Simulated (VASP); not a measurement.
Level of theory: PBE GGA, VASP's PBE PAW potentials (set 64) (plane waves; VASP).

Input for VASP

### POSCAR
```
YSi
1
    0.0000000000     3.0330190000     3.0330190000
    3.0330190000     0.0000000000     3.0330190000
    3.0330190000     3.0330190000     0.0000000000
Si Y
1 1
Direct
  0.0000000000   0.0000000000   0.0000000000
  0.5000000000   0.5000000000   0.5000000000
```

### INCAR
```
LREAL = .False.   ! projection in real space or not
ALGO = Damped
NELM = 100   ! most electronic steps
SYSTEM = YSi
LMAXMIX = 4   ! l cut-off of mixed one-centre charges
GGA = PE
PREC = Accurate
LWAVE = .False.
ISIF = 2
ENCUT = 400
SIGMA = 0.1   ! width (eV)
LCHARG = .False.
LASPH = .True.   ! aspherical one-centre terms
EDIFF = 1E-6
ISMEAR = 1
```

### KPOINTS
```
Automatic mesh
0
Gamma
9 9 9
0 0 0
```

POTCAR, in this order: Si Y_sv (PBE.64 set). Program: vasp_std.

Output

OUTCAR:
```
 ion  position               nearest neighbor table
   1  0.000  0.000  0.000-   2 3.03   2 3.03   2 3.03   2 3.03   2 3.03   2 3.03
   2  0.500  0.500  0.500-   1 3.03   1 3.03   1 3.03   1 3.03   1 3.03   1 3.03
  LATTYP: Found a face centered cubic cell.
 ALAT       =     6.0660380000
 Subroutine PRICEL returns:
 Original cell was already a primitive cell.
 Subroutine GETGRP returns: Found 48 space group operations
The static configuration has the point symmetry O_h .
The dynamic configuration has the point symmetry O_h .
 Subroutine INISYM returns: Found 48 space group operations
 Subroutine IBZKPT returns following result:
 Found     35 irreducible k-points:

 Following reciprocal coordinates:
            Coordinates               Weight
  0.000000  0.000000  0.000000      1.000000
  0.111111  0.000000  0.000000      8.000000
  0.222222  0.000000  0.000000      8.000000
  0.333333  0.000000  0.000000      8.000000
  0.444444  0.000000  0.000000      8.000000
  0.111111  0.111111  0.000000      6.000000
  0.222222  0.111111  0.000000     24.000000
  0.333333  0.111111  0.000000     24.000000
  0.444444  0.111111  0.000000     24.000000
 -0.444444  0.111111  0.000000     24.000000
 -0.333333  0.111111  0.000000     24.000000
 -0.222222  0.111111  0.000000     24.000000
 -0.111111  0.111111  0.000000     12.000000
  0.222222  0.222222  0.000000      6.000000
  0.333333  0.222222  0.000000     24.000000
  0.444444  0.222222  0.000000     24.000000
 -0.444444  0.222222  0.000000     24.000000
 -0.333333  0.222222  0.000000     24.000000
 -0.222222  0.222222  0.000000     12.000000
  0.333333  0.333333  0.000000      6.000000
  0.444444  0.333333  0.000000     24.000000
 -0.444444  0.333333  0.000000     24.000000
 -0.333333  0.333333  0.000000     12.000000
  0.444444  0.444444  0.000000      6.000000
 -0.444444  0.444444  0.000000     12.000000
  0.333333  0.222222  0.111111     24.000000
  0.444444  0.222222  0.111111     48.000000
 -0.444444  0.222222  0.111111     48.000000
  0.444444  0.333333  0.111111     24.000000
 -0.444444  0.333333  0.111111     48.000000
 -0.333333  0.333333  0.111111     48.000000
 -0.222222  0.333333  0.111111     24.000000
 -0.444444  0.444444  0.111111     24.000000
 -0.333333  0.444444  0.111111     24.000000
 -0.333333  0.444444  0.222222     24.000000
   k-points           NKPTS =     35   k-points in BZ     NKDIM =     35   number of bands    NBANDS=     11
   number of dos      NEDOS =    301   number of ions     NIONS =      2
   total plane-waves  NPLWV =  21952
   dimension x,y,z NGX =    28 NGY =   28 NGZ =   28
   dimension x,y,z NGXF=    56 NGYF=   56 NGZF=   56
   ions per type =               1   1
   PREC   = accura    normal or accurate (medium, high low for compatibility)
   ISTART =      0    job   : 0-new  1-cont  2-samecut
   ICHARG =      2    charge: 1-file 2-atom 10-const
   ISPIN  =      1    spin polarized calculation?
   LNONCOLLINEAR =      F non collinear calculations
   LSORBIT =      F    spin-orbit coupling
   INIWAV =      1    electr: 0-lowe 1-rand  2-diag
   ENCUT  =  400.0 eV  29.40 Ry    5.42 a.u.   6.99  6.99  6.99*2*pi/ulx,y,z
   NELM   =    100;   NELMIN=  2; NELMDL= -5     # of ELM steps
   EDIFF  = 0.1E-05   stopping-criterion for ELM
   LREAL  =      F    real-space projection
   NLSPLINE    = F    spline interpolate recip. space projectors
   LMAXMIX     =    4 max onsite mixed and CHGCAR
   VOSKOWN=      0    Vosko Wilk Nusair interpolation
   EDIFFG = 0.1E-04   stopping-criterion for IOM
   NSW    =      0    number of steps for IOM
   NBLOCK =      1;   KBLOCK =      1    inner block; outer block
   IBRION =     -1    ionic relax: 0-MD 1-quasi-New 2-CG
...
```

File OSZICAR:
```
...
DMP:  12    -0.126289627035E+02   -0.14097E-01   -0.10057E-01   385   0.163E-01   0.230E-01
DMP:  13    -0.126370384300E+02   -0.80757E-02   -0.54303E-02   385   0.782E-02   0.151E-01
DMP:  14    -0.126415399172E+02   -0.45015E-02   -0.29499E-02   385   0.400E-02   0.883E-02
DMP:  15    -0.126441063279E+02   -0.25664E-02   -0.17351E-02   385   0.229E-02   0.536E-02
DMP:  16    -0.126456362969E+02   -0.15300E-02   -0.10135E-02   385   0.129E-02   0.325E-02
DMP:  17    -0.126465465533E+02   -0.91026E-03   -0.62606E-03   385   0.806E-03   0.199E-02
DMP:  18    -0.126471236216E+02   -0.57707E-03   -0.41842E-03   385   0.547E-03   0.131E-02
DMP:  19    -0.126475170701E+02   -0.39345E-03   -0.29750E-03   385   0.394E-03   0.916E-03
DMP:  20    -0.126478008562E+02   -0.28379E-03   -0.22152E-03   385   0.297E-03   0.672E-03
DMP:  21    -0.126480144652E+02   -0.21361E-03   -0.17095E-03   385   0.232E-03   0.512E-03
DMP:  22    -0.126481805270E+02   -0.16606E-03   -0.13523E-03   385   0.185E-03   0.401E-03
DMP:  23    -0.126483125020E+02   -0.13198E-03   -0.10890E-03   385   0.150E-03   0.320E-03
DMP:  24    -0.126484191576E+02   -0.10666E-03   -0.88996E-04   385   0.123E-03   0.260E-03
DMP:  25    -0.126485065691E+02   -0.87411E-04   -0.73829E-04   385   0.103E-03   0.214E-03
DMP:  26    -0.126485792589E+02   -0.72690E-04   -0.62165E-04   385   0.874E-04   0.178E-03
DMP:  27    -0.126486405945E+02   -0.61336E-04   -0.52956E-04   385   0.749E-04   0.151E-03
DMP:  28    -0.126486929407E+02   -0.52346E-04   -0.45954E-04   385   0.657E-04   0.129E-03
DMP:  29    -0.126487384341E+02   -0.45493E-04   -0.40440E-04   385   0.583E-04   0.112E-03
DMP:  30    -0.126487785167E+02   -0.40083E-04   -0.36466E-04   385   0.534E-04   0.988E-04
DMP:  31    -0.126488146934E+02   -0.36177E-04   -0.33446E-04   385   0.495E-04   0.893E-04
DMP:  32    -0.126488478965E+02   -0.33203E-04   -0.31190E-04   385   0.467E-04   0.820E-04
DMP:  33    -0.126488788744E+02   -0.30978E-04   -0.29424E-04   385   0.443E-04   0.765E-04
DMP:  34    -0.126489081079E+02   -0.29234E-04   -0.27912E-04   385   0.422E-04   0.722E-04
DMP:  35    -0.126489358462E+02   -0.27738E-04   -0.26576E-04   385   0.403E-04   0.685E-04
DMP:  36    -0.126489622618E+02   -0.26416E-04   -0.25347E-04   385   0.384E-04   0.653E-04
DMP:  37    -0.126489874611E+02   -0.25199E-04   -0.24232E-04   385   0.368E-04   0.623E-04
DMP:  38    -0.126490115549E+02   -0.24094E-04   -0.23238E-04   385   0.354E-04   0.595E-04
DMP:  39    -0.126490346640E+02   -0.23109E-04   -0.22359E-04   385   0.341E-04   0.571E-04
DMP:  40    -0.126490569019E+02   -0.22238E-04   -0.21540E-04   385   0.329E-04   0.549E-04
DMP:  41    -0.126490783268E+02   -0.21425E-04   -0.20776E-04   385   0.317E-04   0.529E-04
DMP:  42    -0.126490989925E+02   -0.20666E-04   -0.20060E-04   385   0.306E-04   0.511E-04
DMP:  43    -0.126491189480E+02   -0.19956E-04   -0.19372E-04   385   0.296E-04   0.493E-04
DMP:  44    -0.126491382201E+02   -0.19272E-04   -0.18741E-04   385   0.287E-04   0.476E-04
DMP:  45    -0.126491568662E+02   -0.18646E-04   -0.18156E-04   385   0.278E-04   0.461E-04
DMP:  46    -0.126491749301E+02   -0.18064E-04   -0.17598E-04   385   0.270E-04   0.446E-04
DMP:  47    -0.126491924404E+02   -0.17510E-04   -0.17070E-04   385   0.262E-04   0.432E-04
DMP:  48    -0.126492094255E+02   -0.16985E-04   -0.16572E-04   385   0.254E-04   0.419E-04
DMP:  49    -0.126492259161E+02   -0.16491E-04   -0.16116E-04   385   0.247E-04   0.407E-04
DMP:  50    -0.126492419519E+02   -0.16036E-04   -0.15691E-04   385   0.241E-04   0.396E-04
DMP:  51    -0.126492575651E+02   -0.15613E-04   -0.15288E-04   385   0.235E-04   0.385E-04
DMP:  52    -0.126492727775E+02   -0.15212E-04   -0.14884E-04   385   0.229E-04   0.376E-04
DMP:  53    -0.126492875876E+02   -0.14810E-04   -0.14477E-04   385   0.222E-04   0.366E-04
DMP:  54    -0.126493019931E+02   -0.14406E-04   -0.14055E-04   385   0.216E-04   0.355E-04
DMP:  55    -0.126493159780E+02   -0.13985E-04   -0.13619E-04   385   0.209E-04   0.345E-04
DMP:  56    -0.126493295298E+02   -0.13552E-04   -0.13184E-04   385   0.202E-04   0.334E-04
DMP:  57    -0.126493426488E+02   -0.13119E-04   -0.12758E-04   385   0.195E-04   0.324E-04
DMP:  58    -0.126493553445E+02   -0.12696E-04   -0.12339E-04   385   0.189E-04   0.313E-04
DMP:  59    -0.126493676245E+02   -0.12280E-04   -0.11935E-04   385   0.183E-04   0.303E-04
DMP:  60    -0.126493795023E+02   -0.11878E-04   -0.11550E-04   385   0.177E-04   0.293E-04
DMP:  61    -0.126493909982E+02   -0.11496E-04   -0.11183E-04   385   0.171E-04   0.283E-04
DMP:  62    -0.126494021279E+02   -0.11130E-04   -0.10823E-04   385   0.166E-04   0.274E-04
DMP:  63    -0.126494129008E+02   -0.10773E-04   -0.10464E-04   385   0.160E-04   0.266E-04
DMP:  64    -0.126494233168E+02   -0.10416E-04   -0.10116E-04   385   0.155E-04   0.257E-04
DMP:  65    -0.126494333869E+02   -0.10070E-04   -0.97807E-05   385   0.150E-04   0.248E-04
DMP:  66    -0.126494431237E+02   -0.97369E-05   -0.94516E-05   385   0.145E-04   0.240E-04
DMP:  67    -0.126494525328E+02   -0.94091E-05   -0.91264E-05   385   0.140E-04   0.232E-04
DMP:  68    -0.126494616192E+02   -0.90864E-05   -0.88109E-05   385   0.135E-04   0.224E-04
DMP:  69    -0.126494703917E+02   -0.87725E-05   -0.85071E-05   385   0.130E-04   0.216E-04
DMP:  70    -0.126494788622E+02   -0.84705E-05   -0.82171E-05   385   0.126E-04   0.209E-04
DMP:  71    -0.126494870449E+02   -0.81827E-05   -0.79469E-05   385   0.122E-04   0.202E-04
DMP:  72    -0.126494949585E+02   -0.79136E-05   -0.76836E-05   385   0.118E-04   0.195E-04
DMP:  73    -0.126495026105E+02   -0.76520E-05   -0.74182E-05   385   0.113E-04   0.188E-04
DMP:  74    -0.126495099986E+02   -0.73880E-05   -0.71615E-05   385   0.110E-04   0.182E-04
DMP:  75    -0.126495171319E+02   -0.71333E-05   -0.69205E-05   385   0.106E-04   0.176E-04
DMP:  76    -0.126495240250E+02   -0.68931E-05   -0.66916E-05   385   0.102E-04   0.170E-04
DMP:  77    -0.126495306911E+02   -0.66661E-05   -0.64693E-05   385   0.991E-05   0.164E-04
DMP:  78    -0.126495371355E+02   -0.64443E-05   -0.62388E-05   385   0.954E-05   0.159E-04
DMP:  79    -0.126495433512E+02   -0.62157E-05   -0.60127E-05   385   0.919E-05   0.153E-04
DMP:  80    -0.126495493418E+02   -0.59906E-05   -0.58019E-05   385   0.888E-05   0.147E-04
DMP:  81    -0.126495551228E+02   -0.57811E-05   -0.56035E-05   385   0.858E-05   0.142E-04
DMP:  82    -0.126495607069E+02   -0.55840E-05   -0.54121E-05   385   0.828E-05   0.137E-04
DMP:  83    -0.126495661003E+02   -0.53934E-05   -0.52165E-05   385   0.798E-05   0.133E-04
DMP:  84    -0.126495712996E+02   -0.51993E-05   -0.50291E-05   385   0.769E-05   0.128E-04
DMP:  85    -0.126495763120E+02   -0.50124E-05   -0.48516E-05   385   0.742E-05   0.123E-04
DMP:  86    -0.126495811484E+02   -0.48365E-05   -0.46777E-05   385   0.715E-05   0.119E-04
DMP:  87    -0.126495858117E+02   -0.46633E-05   -0.45085E-05   385   0.689E-05   0.115E-04
DMP:  88    -0.126495903067E+02   -0.44949E-05   -0.43446E-05   385   0.664E-05   0.110E-04
DMP:  89    -0.126495946386E+02   -0.43319E-05   -0.41873E-05   385   0.640E-05   0.106E-04
DMP:  90    -0.126495988139E+02   -0.41753E-05   -0.40341E-05   385   0.617E-05   0.103E-04
DMP:  91    -0.126496028373E+02   -0.40234E-05   -0.38875E-05   385   0.594E-05   0.988E-05
DMP:  92    -0.126496067145E+02   -0.38772E-05   -0.37449E-05   385   0.573E-05   0.952E-05
DMP:  93    -0.126496104500E+02   -0.37355E-05   -0.36049E-05   385   0.551E-05   0.917E-05
DMP:  94    -0.126496140466E+02   -0.35966E-05   -0.34667E-05   385   0.529E-05   0.883E-05
DMP:  95    -0.126496175053E+02   -0.34587E-05   -0.33363E-05   385   0.510E-05   0.849E-05
DMP:  96    -0.126496208346E+02   -0.33293E-05   -0.32147E-05   385   0.492E-05   0.817E-05
DMP:  97    -0.126496240428E+02   -0.32083E-05   -0.30933E-05   385   0.473E-05   0.787E-05
DMP:  98    -0.126496271305E+02   -0.30876E-05   -0.29698E-05   385   0.453E-05   0.757E-05
DMP:  99    -0.126496300952E+02   -0.29647E-05   -0.28519E-05   385   0.435E-05   0.727E-05
DMP: 100    -0.126496329423E+02   -0.28471E-05   -0.27409E-05   385   0.419E-05   0.698E-05
   1 F= -.12649633E+02 E0= -.12648400E+02  d E =-.369991E-02
```

**OUTCAR**
```
------------------------ aborting loop EDIFF was not reached (unconverged)  ----------------------------
  FORCE on cell =-STRESS in cart. coord.  units (eV):
  Direction    XX          YY          ZZ          XY          YZ          ZX
  --------------------------------------------------------------------------------------
  Total       -2.2966777     -2.2966777     -2.2966777      0.0000000      0.0000000     -0.0000000
  in kB      -65.9409584    -65.9409584    -65.9409584      0.0000000      0.0000000     -0.0000000
  external PRESSURE =     -65.9409584 kB  Pullay stress =       0.0000000 kB
  volume of cell :       55.80
      direct lattice vectors                 reciprocal lattice vectors
     0.000000000  3.033019000  3.033019000    -0.164852248  0.164852248  0.164852248
     3.033019000  0.000000000  3.033019000     0.164852248 -0.164852248  0.164852248
     3.033019000  3.033019000  0.000000000     0.164852248  0.164852248 -0.164852248
 POSITION                                       TOTAL-FORCE (eV/Angst)
 -----------------------------------------------------------------------------------
      0.00000      0.00000      0.00000         0.000000     -0.000000     -0.000000
      3.03302      3.03302      3.03302        -0.000000      0.000000      0.000000
 -----------------------------------------------------------------------------------
    total drift:                                0.000000      0.000000      0.000000
  FREE ENERGIE OF THE ION-ELECTRON SYSTEM (eV)
  ---------------------------------------------------
  free  energy   TOTEN  =       -12.6496329423 eV

  energy  without entropy=      -12.6459330294  energy(sigma->0) =      -12.64839964
```
(Selected blocks of OUTCAR.)

File stdout:
```
...
DMP:  82    -0.126495607069E+02   -0.55840E-05   -0.54121E-05   385   0.828E-05   0.137E-04
DMP:  83    -0.126495661003E+02   -0.53934E-05   -0.52165E-05   385   0.798E-05   0.133E-04
DMP:  84    -0.126495712996E+02   -0.51993E-05   -0.50291E-05   385   0.769E-05   0.128E-04
DMP:  85    -0.126495763120E+02   -0.50124E-05   -0.48516E-05   385   0.742E-05   0.123E-04
DMP:  86    -0.126495811484E+02   -0.48365E-05   -0.46777E-05   385   0.715E-05   0.119E-04
DMP:  87    -0.126495858117E+02   -0.46633E-05   -0.45085E-05   385   0.689E-05   0.115E-04
DMP:  88    -0.126495903067E+02   -0.44949E-05   -0.43446E-05   385   0.664E-05   0.110E-04
DMP:  89    -0.126495946386E+02   -0.43319E-05   -0.41873E-05   385   0.640E-05   0.106E-04
DMP:  90    -0.126495988139E+02   -0.41753E-05   -0.40341E-05   385   0.617E-05   0.103E-04
DMP:  91    -0.126496028373E+02   -0.40234E-05   -0.38875E-05   385   0.594E-05   0.988E-05
DMP:  92    -0.126496067145E+02   -0.38772E-05   -0.37449E-05   385   0.573E-05   0.952E-05
DMP:  93    -0.126496104500E+02   -0.37355E-05   -0.36049E-05   385   0.551E-05   0.917E-05
DMP:  94    -0.126496140466E+02   -0.35966E-05   -0.34667E-05   385   0.529E-05   0.883E-05
DMP:  95    -0.126496175053E+02   -0.34587E-05   -0.33363E-05   385   0.510E-05   0.849E-05
DMP:  96    -0.126496208346E+02   -0.33293E-05   -0.32147E-05   385   0.492E-05   0.817E-05
DMP:  97    -0.126496240428E+02   -0.32083E-05   -0.30933E-05   385   0.473E-05   0.787E-05
DMP:  98    -0.126496271305E+02   -0.30876E-05   -0.29698E-05   385   0.453E-05   0.757E-05
DMP:  99    -0.126496300952E+02   -0.29647E-05   -0.28519E-05   385   0.435E-05   0.727E-05
DMP: 100    -0.126496329423E+02   -0.28471E-05   -0.27409E-05   385   0.419E-05   0.698E-05
 final diagonalization occupied

 -----------------------------------------------------------------------------
|                                                                             |
|           W    W    AA    RRRRR   N    N  II  N    N   GGGG   !!!           |
|           W    W   A  A   R    R  NN   N  II  NN   N  G    G  !!!           |
|           W    W  A    A  R    R  N N  N  II  N N  N  G       !!!           |
|           W WW W  AAAAAA  RRRRR   N  N N  II  N  N N  G  GGG   !            |
|           WW  WW  A    A  R   R   N   NN  II  N   NN  G    G                |
|           W    W  A    A  R    R  N    N  II  N    N   GGGG   !!!           |
|                                                                             |
|     The electronic self-consistency was not achieved in the given           |
|     number of steps (NELM). The forces and other quantities evaluated       |
|     might not be reliable so examine the results carefully. If you find     |
|     spurious results, we suggest increasing NELM, if you were close to      |
|     convergence or switching to a different ALGO or adjusting the           |
|     density mixing parameters otherwise.                                    |
|                                                                             |
 -----------------------------------------------------------------------------

   1 F= -.12649633E+02 E0= -.12648400E+02  d E =-.369991E-02
```

Convergence was not reached.

The structure was generated: YSi was put into the rocksalt type (Fm-3m), which need not be its known phase. The cell was not relaxed at this level. The run is one of a series of settings (ALGO = Damped against the base run), some of them coarse on purpose. The electron count is odd and the run is not spin-polarised, which forces a metal.
